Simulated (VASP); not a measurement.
## Ta2SiN2: relaxation of cell and atoms with PBE

The system is Ta2SiN2.

```
CELL_PARAMETERS angstrom
4.40459 0.00000 0.00000
0.00000 4.40459 0.00000
0.00000 0.00000 3.68268
ATOMIC_POSITIONS crystal
Ta 0.00000 0.50000 0.00000
Ta 0.50000 0.00000 0.00000
Si 0.50000 0.50000 0.50000
N 0.00000 0.00000 0.68631
N 0.00000 0.00000 0.31369
```

The cell was built by a generator and needn't be a form met in nature.

```
Program                : VASP 6.6.1
Task                   : relaxation of cell and atoms
Functional             : PBE
Potentials or basis    : VASP PAW PBE potentials, release 64 (Ta_pv, Si, N)
Cutoff                 : 520 eV
k mesh                 : 3 × 3 × 4
Occupations            : gaussian, width 0.15 eV
Spin                   : no spin polarisation
Further INCAR settings : PREC = Normal; ALGO = Fast; EDIFF = 0.0001; IBRION = 2; EDIFFG = -0.08; NSW = 24; ISIF = 3
```

The relaxed volume is 12.16 Å³/atom and the relaxed cell is a = 4.148 Å, b = 4.148 Å, c = 3.533 Å, α = 90.00°, β = 90.00°, γ = 90.00°. The space group after relaxing (to 0.05 Å) is P4/mmm (No. 123). The energy gained by relaxing is 215.0 meV/atom and the ionic steps are 11. The pressure after relaxing is -0.6 GPa. The largest force after relaxing is 0.006 eV/Å. The band gap on the k mesh is none (metal or under the smearing width).

Forces on the atoms (eV/Å):
```
Ta   0.000  0.000  0.000
Ta   0.000  0.000  0.000
Si   0.000  0.000  0.000
N    0.000  0.000 -0.006
N    0.000  0.000  0.006
```

Stress tensor (GPa, compression positive):
```
-1.00  0.00  0.00
 0.00 -1.00  0.00
 0.00  0.00  0.25
```

Step by step:
| step | energy change (eV) | largest force (eV/Å) | pressure (GPa) | volume (Å³) |
| --- | --- | --- | --- | --- |
| 1 | 0.0000 | 0.0165 | -27.15 | 71.45 |
| 2 | 1.4429 | 4.9953 | 81.21 | 49.22 |
| 3 | -1.0205 | 1.6944 | -2.00 | 61.53 |
| 4 | -1.0241 | 1.7942 | -0.42 | 61.09 |
| 5 | -1.0242 | 1.8300 | 0.43 | 60.89 |
| 6 | -0.8943 | 2.7515 | 4.79 | 59.37 |
| 7 | -1.0727 | 0.1141 | 1.06 | 60.40 |
| 8 | -1.0728 | 0.0614 | 1.20 | 60.42 |
| 9 | -1.0728 | 0.0061 | 1.18 | 60.43 |
| 10 | -1.0742 | 0.0078 | -1.37 | 61.05 |
| 11 | -1.0752 | 0.0062 | -0.58 | 60.79 |

Final structure:
```xyz
5
Lattice="4.1484 0.0000 0.0000 0.0000 4.1484 0.0000 0.0000 0.0000 3.5327" Properties=species:S:1:pos:R:3 pbc="T T T"
Ta    0.0000    2.0742    0.0000
Ta    2.0742    0.0000    0.0000
Si    2.0742    2.0742    1.7663
N     0.0000    0.0000    2.4483
N     0.0000    0.0000    1.0844
```

Levels at points of the mesh, in eV from the Fermi level:
```
           k point  band 15  band 16  band 17  band 18  band 19  band 20  band 21  band 22
(0.00, 0.00, 0.00)    -2.66    -2.50    -1.54     0.99     0.99     1.56     1.56     1.56
(0.00, 0.00, 0.50)    -1.60    -1.60    -0.92    -0.92     1.59     3.87     4.17     4.23
```

Run time: 47 s on 2 MPI ranks on Intel(R) Xeon(R) Platinum 8259CL CPU @ 2.50GHz (Skylake/Cascade Lake) (shared host), peak memory 0.16 GiB a rank.

Caveat: the k mesh is coarse (spacing up to 0.48 Å⁻¹), so the values aren't converged. The run has no spin-orbit coupling, so splittings on Ta are missing.
